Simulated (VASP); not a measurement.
Here is the system:

```
AsB
1.0
    0.00000     2.40822     2.40822
    2.40822     0.00000     2.40822
    2.40822     2.40822     0.00000
B As
1 1
Direct
  0.00000   0.00000   0.00000
  0.25000   0.25000   0.25000
```

All values below come from PBE GGA, VASP's PBE PAW potentials (set 64) (plane waves; VASP). Numerical set-up: 600 eV cut-off, 10×10×10 Γ-centred mesh, Gaussian smearing of 0.050 eV, potentials B As.

Each relaxation starts from this cell; other phases were not tried.

Question: The cell is relaxed at 5 GPa. What happens?

Answer: The volume per atom goes from 13.97 to 13.48 Å³ (-3.5 %), and the cell becomes a = b = c = 4.7603 Å, α = β = γ = 90.00°, space group F-43m. The gap on the mesh goes from 1.20 to 1.16 eV.

Question: The cell is relaxed at 30 GPa. What happens?

Answer: The volume per atom goes from 13.97 to 11.87 Å³ (-15.0 %), and the cell becomes a = 4.5619 Å, b = 4.5619 Å, c = 4.5619 Å, α = 90.00°, β = 90.00°, γ = 90.00°, space group F-43m. The gap on the mesh goes from 1.20 to 1.02 eV.

Failed runs are left out, and for metals the shear rows, which the mesh's noise covers.

The compound is BAs in the zinc blende structure.
